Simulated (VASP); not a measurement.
Calculation: PBE GGA, VASP's PBE PAW potentials (set 64) (plane waves; VASP 6.6.1).

VASP ran on this input.

### POSCAR
```
AuAl2
1
    0.0000000000     3.0600000000     3.0600000000
    3.0600000000     0.0000000000     3.0600000000
    3.0600000000     3.0600000000     0.0000000000
Al Au
2 1
Direct
  0.2500000000   0.2500000000   0.2500000000
  0.7500000000   0.7500000000   0.7500000000
  0.0000000000   0.0000000000   0.0000000000
```

### KPOINTS
```
Automatic mesh
0
Gamma
8 8 8
0 0 0
```

**INCAR**
```
SYSTEM = AuAl2
PREC = Accurate
ENCUT = 400
EDIFF = 1E-6
NELM = 100
ALGO = Damped
LREAL = .FALSE.
LASPH = .TRUE.
ISMEAR = 1
SIGMA = 0.1
GGA = PE
LMAXMIX = 6
LWAVE = .FALSE.
LCHARG = .FALSE.
ISIF = 2
```

POTCAR, in this order: Al Au (PBE.64 set). Program: vasp_std.

What VASP printed:

### OUTCAR
```
 ion  position               nearest neighbor table
   1  0.250  0.250  0.250-   3 2.65   3 2.65   3 2.65   3 2.65   2 3.06   2 3.06   2 3.06   2 3.06
                             2 3.06   2 3.06
   2  0.750  0.750  0.750-   3 2.65   3 2.65   3 2.65   3 2.65   1 3.06   1 3.06   1 3.06   1 3.06
                             1 3.06   1 3.06
   3  0.000  0.000  0.000-   2 2.65   2 2.65   2 2.65   1 2.65   2 2.65   1 2.65   1 2.65   1 2.65
  LATTYP: Found a face centered cubic cell.
 ALAT       =     6.1200000000
 Subroutine PRICEL returns:
 Original cell was already a primitive cell.
 Subroutine GETGRP returns: Found 48 space group operations
The static configuration has the point symmetry O_h .
The dynamic configuration has the point symmetry O_h .
 Subroutine INISYM returns: Found 48 space group operations
 Subroutine IBZKPT returns following result:
 Found     29 irreducible k-points:

 Following reciprocal coordinates:
            Coordinates               Weight
  0.000000  0.000000  0.000000      1.000000
  0.125000  0.000000  0.000000      8.000000
  0.250000  0.000000  0.000000      8.000000
  0.375000  0.000000  0.000000      8.000000
  0.500000  0.000000  0.000000      4.000000
  0.125000  0.125000  0.000000      6.000000
...
```

File OSZICAR:
```
       N       E                     dE             d eps       ncg     rms           ort
DAV:   1     0.922742261413E+02    0.92274E+02   -0.61777E+03   348   0.101E+03
DAV:   2     0.215342319965E+01   -0.90121E+02   -0.83704E+02   348   0.244E+02
DAV:   3    -0.106216795322E+02   -0.12775E+02   -0.12089E+02   348   0.843E+01
DAV:   4    -0.126260026989E+02   -0.20043E+01   -0.19740E+01   348   0.364E+01
DAV:   5    -0.130474697175E+02   -0.42147E+00   -0.41225E+00   348   0.148E+01
SDA:   6    -0.923382719769E+01    0.38136E+01   -0.66842E+01   348   0.167E+02   0.000E+00
DMP:   7    -0.116543172745E+02   -0.24205E+01    0.20115E-01   348   0.141E+01  -0.383E+01
DMP:   8    -0.115520082576E+02    0.10231E+00   -0.90365E+00   348   0.243E+01  -0.437E+00
DMP:   9    -0.119862822539E+02   -0.43427E+00    0.64175E-03   348   0.397E-01  -0.108E+00
DMP:  10    -0.119360074019E+02    0.50275E-01   -0.11680E+00   348   0.388E+00  -0.251E+00
DMP:  11    -0.120040470061E+02   -0.68040E-01   -0.12912E-01   348   0.136E-01   0.489E-01
DMP:  12    -0.120002976820E+02    0.37493E-02   -0.98929E-02   348   0.442E-01  -0.511E-01
DMP:  13    -0.120073504761E+02   -0.70528E-02   -0.50171E-02   348   0.851E-02   0.106E-01
DMP:  14    -0.120085546185E+02   -0.12041E-02   -0.32898E-03   348   0.331E-02  -0.652E-02
DMP:  15    -0.120088153183E+02   -0.26070E-03   -0.10664E-02   348   0.248E-02   0.477E-03
DMP:  16    -0.120092978126E+02   -0.48249E-03    0.82430E-05   348   0.855E-04  -0.278E-03
DMP:  17    -0.120092472515E+02    0.50561E-04   -0.13717E-03   348   0.433E-03  -0.237E-03
DMP:  18    -0.120093267003E+02   -0.79449E-04   -0.16538E-04   348   0.176E-04   0.623E-04
DMP:  19    -0.120093214818E+02    0.52185E-05   -0.92323E-05   348   0.470E-04  -0.625E-04
DMP:  20    -0.120093285998E+02   -0.71180E-05   -0.69140E-05   348   0.129E-04   0.115E-04
DMP:  21    -0.120093312173E+02   -0.26175E-05   -0.95400E-07   348   0.256E-05  -0.607E-05
DMP:  22    -0.120093312343E+02   -0.17072E-07   -0.13136E-05   348   0.337E-05  -0.213E-06
DMP:  23    -0.120093317814E+02   -0.54708E-06   -0.60894E-07   348   0.705E-07   0.214E-06
   1 F= -.12009332E+02 E0= -.12008361E+02  d E =-.291296E-02
```

File OUTCAR:
```
------------------------ aborting loop because EDIFF is reached ----------------------------------------
  FORCE on cell =-STRESS in cart. coord.  units (eV):
  Direction    XX          YY          ZZ          XY          YZ          ZX
  --------------------------------------------------------------------------------------
  Total       -1.1005664     -1.1005664     -1.1005664     -0.0000000      0.0000000     -0.0000000
  in kB      -30.7703599    -30.7703599    -30.7703599     -0.0000000      0.0000000     -0.0000000
  external PRESSURE =     -30.7703599 kB  Pullay stress =       0.0000000 kB
  volume of cell :       57.31
      direct lattice vectors                 reciprocal lattice vectors
     0.000000000  3.060000000  3.060000000    -0.163398693  0.163398693  0.163398693
     3.060000000  0.000000000  3.060000000     0.163398693 -0.163398693  0.163398693
     3.060000000  3.060000000  0.000000000     0.163398693  0.163398693 -0.163398693
 POSITION                                       TOTAL-FORCE (eV/Angst)
 -----------------------------------------------------------------------------------
      1.53000      1.53000      1.53000        -0.000000     -0.000000     -0.000000
      4.59000      4.59000      4.59000         0.000000      0.000000      0.000000
      0.00000      0.00000      0.00000         0.000000      0.000000     -0.000000
 -----------------------------------------------------------------------------------
    total drift:                               -0.000000     -0.000000      0.000000
  FREE ENERGIE OF THE ION-ELECTRON SYSTEM (eV)
  ---------------------------------------------------
  free  energy   TOTEN  =       -12.0093317814 eV

  energy  without entropy=      -12.0064188227  energy(sigma->0) =      -12.00836080
```
(Selected blocks of OUTCAR.)

The compound is AuAl2 in the fluorite structure. The cell was not relaxed at this level. The run is one of a series of settings (ALGO = Damped against the base run), some of them coarse on purpose. The electron count is odd and the run is not spin-polarised, which forces a metal.
